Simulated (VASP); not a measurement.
Sn (beta): the lattice constant a from VASP (plane waves, PAW) at several levels of theory. Static lattice. The measured value holds thermal and zero-point effects that the static calculation lacks.

```tsv
level	lattice constant a (Å)	error against measurement
LDA	5.779	-0.9 %
PBE	5.929	+1.7 %
PBEsol	5.828	-0.1 %
```

Measured: 5.831 Å at 293 K (as given by Wikipedia, Tin (infobox)).

The cell of the LDA run:

Space group I4₁/amd, origin choice 1 (No. 141); a = b = 5.779 Å, c = 3.136 Å, α = β = γ = 90.00°

```csv
atom,site,symmetry,x,y,z
Sn,4a,-4m2,0.0000,0.0000,0.0000
```
(The calculation used a cell of 2 atoms; values per cell refer to that cell.)

Only levels that ran to the end are used. Left out are those held back, those with too coarse a band path, GW runs whose mesh misses a band edge, hybrids' fits of cells that aren't cubic and levels without matching references; a question may draw on a part of the rest.

The compound is Sn in the beta structure.
